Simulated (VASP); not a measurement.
Input:

```yaml
crystal:
  lattice:
    - [0.00000, 1.65826, 1.65826]
    - [1.65826, 0.00000, 1.65826]
    - [1.65826, 1.65826, 0.00000]
  atoms:
    - { symbol: Ni, position: [0.00000, 0.00000, 0.00000], spin: 0.6 }
```

Method: LDA (Ceperley-Alder, Perdew-Zunger), VASP's LDA PAW potentials (set 64) (plane waves; VASP). Settings: 500 eV cut-off, 19×19×19 Γ-centred mesh, first-order Methfessel-Paxton smearing of 0.10 eV, potentials Ni.

**Question.** Predict the cell moment, energy per atom (σ→0), pressure, band gap (on the k-mesh) with the smallest direct gap where there is one.

**Answer.** 
```
Property                                                    Result
------------------------  ----------------------------------------
band gap (on the k-mesh)  none (metal, semimetal or under 0.01 eV)
cell moment                                                0.53 μB
energy per atom (σ→0)                               -6.503 eV/atom
pressure                                                 29.78 GPa
```

**Question.** Give the moment on each site (PAW-sphere projection).

**Answer.** 
| site | moment (μB) |
|---|---|
| Ni1 | 0.52 |

The absolute energy has meaning only against runs of the same code, potentials and settings.

The compound is Ni in the fcc structure. It was relaxed first under an external pressure of 30 GPa.
